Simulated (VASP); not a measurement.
These are PBE GGA, VASP's PBE PAW potentials (set 64) (plane waves; VASP 6.6.1) values and carry that method's errors.

The input files of a VASP run:

### POSCAR
```
CuZn
2.9605580
  0.9999999870   0.0000000000   0.0000000000
  0.0000000000   0.9999999870   0.0000000000
  0.0000000000   0.0000000000   0.9999999870
Zn Cu
1 1
direct
  0.5000000000   0.5000000000   0.5000000000
  0.0000000000   0.0000000000   0.0000000000
```

**KPOINTS**
```
kpoints
0
G
 12 12 12
0 0 0
```

**INCAR**
```
# general
SYSTEM   =  CuZn
PREC     =  Accurate
ENCUT    =  480
LREAL    =  .False.   # projection in real space or not
LASPH    =  .True.   # aspherical one-centre terms

# electronic loop
EDIFF    =  1E-7   # SCF stop (eV)
NELM     =  100   # most electronic steps
ALGO     =  Normal   # blocked Davidson
LMAXMIX  =  4   # l cut-off of mixed one-centre charges

# smearing
ISMEAR   =  1   # Methfessel-Paxton
SIGMA    =  0.1

# functional
GGA      =  PE   # PBE

# ions
ISIF     =  2

# output
LWAVE    =  .False.
LCHARG   =  .False.
```

POTCAR, in this order: Zn Cu (PBE.64 set). Program: vasp_std.

The run wrote:

**OUTCAR**
```
 ion  position               nearest neighbor table
   1  0.500  0.500  0.500-   2 2.56   2 2.56   2 2.56   2 2.56   2 2.56   2 2.56   2 2.56   2 2.56
  LATTYP: Found a simple cubic cell.
 ALAT       =     2.9605579614
 Subroutine PRICEL returns:
 Original cell was already a primitive cell.
 Subroutine GETGRP returns: Found 48 space group operations
The static configuration has the point symmetry O_h .
The dynamic configuration has the point symmetry O_h .
 Subroutine INISYM returns: Found 48 space group operations
 Subroutine IBZKPT returns following result:
 Found     84 irreducible k-points:

 Following reciprocal coordinates:
            Coordinates               Weight
  0.000000  0.000000  0.000000      1.000000
  0.083333  0.000000  0.000000      6.000000
  0.166667  0.000000  0.000000      6.000000
  0.250000  0.000000  0.000000      6.000000
  0.333333  0.000000  0.000000      6.000000
  0.416667  0.000000  0.000000      6.000000
  0.500000  0.000000  0.000000      3.000000
  0.083333  0.083333  0.000000     12.000000
  0.166667  0.083333  0.000000     24.000000
  0.250000  0.083333  0.000000     24.000000
...
```

OSZICAR:
```
       N       E                     dE             d eps       ncg     rms          rms(c)
DAV:   1     0.108390789773E+03    0.10839E+03   -0.11146E+04  2632   0.240E+03
DAV:   2    -0.315813164584E+01   -0.11155E+03   -0.10879E+03  2534   0.320E+02
DAV:   3    -0.605650605974E+01   -0.28984E+01   -0.28857E+01  3115   0.702E+01
DAV:   4    -0.607557868933E+01   -0.19073E-01   -0.19068E-01  2898   0.499E+00
DAV:   5    -0.607584395795E+01   -0.26527E-03   -0.26526E-03  3352   0.620E-01    0.942E+00
DAV:   6    -0.595159948232E+01    0.12424E+00   -0.17189E+01  2766   0.108E+02    0.606E+00
DAV:   7    -0.501445067762E+01    0.93715E+00   -0.38477E+00  2667   0.103E+02    0.220E+00
DAV:   8    -0.501847055669E+01   -0.40199E-02   -0.20350E-01  3446   0.651E+00    0.127E+00
DAV:   9    -0.500889544408E+01    0.95751E-02   -0.22805E-02  2993   0.389E+00    0.479E-02
DAV:  10    -0.500892131417E+01   -0.25870E-04   -0.60078E-04  3731   0.411E-01    0.262E-02
DAV:  11    -0.500892366421E+01   -0.23500E-05   -0.16264E-05  3609   0.992E-02    0.124E-02
DAV:  12    -0.500892248871E+01    0.11755E-05   -0.12214E-06  3903   0.299E-02    0.209E-03
DAV:  13    -0.500892246740E+01    0.21319E-07   -0.18752E-07  2027   0.129E-02
   1 F= -.50089225E+01 E0= -.50089616E+01  d E =0.117453E-03
```

OUTCAR:
```
------------------------ aborting loop because EDIFF is reached ----------------------------------------
  FORCE on cell =-STRESS in cart. coord.  units (eV):
  Direction    XX          YY          ZZ          XY          YZ          ZX
  --------------------------------------------------------------------------------------
  Total        0.1543593      0.1543593      0.1543593      0.0000000      0.0000000     -0.0000000
  in kB        9.5306548      9.5306548      9.5306548      0.0000000      0.0000000     -0.0000000
  external PRESSURE =       9.5306548 kB  Pullay stress =       0.0000000 kB
  volume of cell :       25.95
      direct lattice vectors                 reciprocal lattice vectors
     2.960557961  0.000000000  0.000000000     0.337774167  0.000000000  0.000000000
     0.000000000  2.960557961  0.000000000     0.000000000  0.337774167  0.000000000
     0.000000000  0.000000000  2.960557961     0.000000000  0.000000000  0.337774167
 POSITION                                       TOTAL-FORCE (eV/Angst)
 -----------------------------------------------------------------------------------
      1.48028      1.48028      1.48028         0.000000      0.000000      0.000000
      0.00000      0.00000      0.00000         0.000000      0.000000      0.000000
 -----------------------------------------------------------------------------------
    total drift:                                0.000000      0.000000     -0.000000
  FREE ENERGIE OF THE ION-ELECTRON SYSTEM (eV)
  ---------------------------------------------------
  free  energy   TOTEN  =        -5.0089224674 eV

  energy  without entropy=       -5.0090399201  energy(sigma->0) =       -5.00896162
```
(Selected blocks of OUTCAR.)

**OUTCAR**
```
 val. band max:        5.2942027060   @ k =   0.5000   0.3333   0.3333

 cond. band min:       5.3999719596   @ k =   0.3333   0.3333   0.0000


 Fermi energy:         5.3026317624

 k-point     1 :       0.0000    0.0000    0.0000
  band No.  band energies     occupation
      1      -4.8243      2.00000
      2      -2.4032      2.00000
      3      -2.4032      2.00000
      4      -1.7331      2.00000
      5      -1.7331      2.00000
      6      -1.7331      2.00000
      7       1.8594      2.00000
      8       1.8594      2.00000
      9       2.6869      2.00000
     10       2.6869      2.00000
     11       2.6869      2.00000
     12      11.5662      0.00000
     13      11.5662      0.00000
     14      11.5662      0.00000
     15      16.5494      0.00000

 k-point     2 :       0.0833    0.0000    0.0000
  band No.  band energies     occupation
      1      -4.7000      2.00000
      2      -2.3894      2.00000
      3      -2.3769      2.00000
      4      -1.7439      2.00000
      5      -1.7439      2.00000
      6      -1.7278      2.00000
      7       1.8528      2.00000
      8       1.8708      2.00000
      9       2.6463      2.00000
     10       2.6463      2.00000
     11       2.6824      2.00000
     12      10.4223      0.00000
     13      11.7543      0.00000
     14      11.7543      0.00000
     15      16.6164      0.00000

 k-point     3 :       0.1667    0.0000    0.0000
  band No.  band energies     occupation
      1      -4.3330      2.00000
      2      -2.3514      2.00000
      3      -2.3005      2.00000
      4      -1.7733      2.00000
      5      -1.7733      2.00000
      6      -1.7135      2.00000
      7       1.8344      2.00000
      8       1.8922      2.00000
      9       2.5397      2.00000
     10       2.5397      2.00000
     11       2.6699      2.00000
     12       8.3662      0.00000
     13      12.3017      0.00000
     14      12.3017      0.00000
     15      16.8200      0.00000
...
```

The compound is CuZn in the CsCl type structure. It was relaxed first. The electron count is odd and the run is not spin-polarised, which forces a metal.
